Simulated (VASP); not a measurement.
Write the native input for VASP 6.6.1 that does the following.

* Task: relaxation of cell and atoms
* Functional: PBE
* Potentials or basis: VASP PAW PBE potentials, release 64 (Be, Te, Se)
* Cutoff: 520 eV
* k mesh: 6 × 6 × 6
* Occupations: gaussian, width 0.05 eV
* Spin: no spin polarisation
* Further INCAR settings: PREC = Normal; LREAL = Auto; ALGO = Fast; EDIFF = 1e-05; ISYM = 0; IBRION = 2; EDIFFG = -0.03; NSW = 110; ISIF = 3

The structure of Be3Te2Se lies in POSCAR:

```
Be3Te2Se
1.0
   -2.0385623600      1.8493123000      8.4121130700
    3.7487092500     -3.8290741600     16.7773959800
    2.0773369500      1.9533116700     -8.4275424300
Be Te Se
6 4 2
Direct
    0.7599823700      0.1346234000      0.5315970700
    0.7607724600      0.6155444200      0.5030330500
    0.0710276300      0.2729927400      0.4723604600
    0.0270525200      0.7752159900      0.4262265200
    0.4269947200      0.4462788700      0.4881912100
    0.4514266400      0.9628126100      0.5374015600
    0.6650331100      0.3319971800      0.0110445100
    0.6219306700      0.8326230900      0.9687657200
    0.3659041600      0.1609725900      0.0132523900
    0.3472355600      0.6646435600      0.9895307100
    0.9618575300      0.0043018900      0.9666576000
    0.0066861200      0.4867284000      0.0019459600
```

The cell was built by a generator and needn't be a form met in nature.

The input as run:

INCAR

```
SYSTEM = Be3Te2Se
PREC = Normal ; ENCUT = 520
EDIFF = 1E-5 ; ISMEAR = 0
SIGMA = 0.05 ; LREAL = Auto
LASPH = .True. ; NELM = 80
ALGO = Fast ; ISIF = 3
LWAVE = .False. ; LCHARG = .False.
GGA = PE ; IBRION = 2
NSW = 110 ; EDIFFG = -0.03
ISYM = 0 ; KPAR = 4
```

KPOINTS

```
Automatic mesh
0
Gamma
  6 6 6
  0 0 0
```

Potentials or basis: VASP PAW PBE potentials, release 64 (Be, Te, Se).

Launch:

```console
$ cat potpaw_PBE.64/Be/POTCAR potpaw_PBE.64/Te/POTCAR potpaw_PBE.64/Se/POTCAR > POTCAR
$ mpirun -np 4 vasp_std > vasp.out
```

Results of the run:

```yaml
Relaxed_volume: 20.94 Å³/atom
Relaxed_cell: a = 8.693 Å, b = 17.389 Å, c = 8.694 Å, α = 154.06°, β = 154.05°, γ = 37.01°
Space_group_after_relaxing_to_0.05_Å: I-4m2 (No. 119)
Energy_gained_by_relaxing: 65.1 meV/atom
Ionic_steps: 15
Pressure_after_relaxing: 0.0 GPa
Largest_force_after_relaxing: 0.021 eV/Å
Band_gap_on_the_k_mesh: 2.03 eV, indirect (least direct gap 2.11 eV)
```

Caveat: spin-orbit coupling is left out, which moves the levels of the heavy elements.

It took 46 min on 4 MPI ranks on Intel(R) Xeon(R) 6975P-C (Granite Rapids) (shared host), peak memory 0.91 GiB a rank.
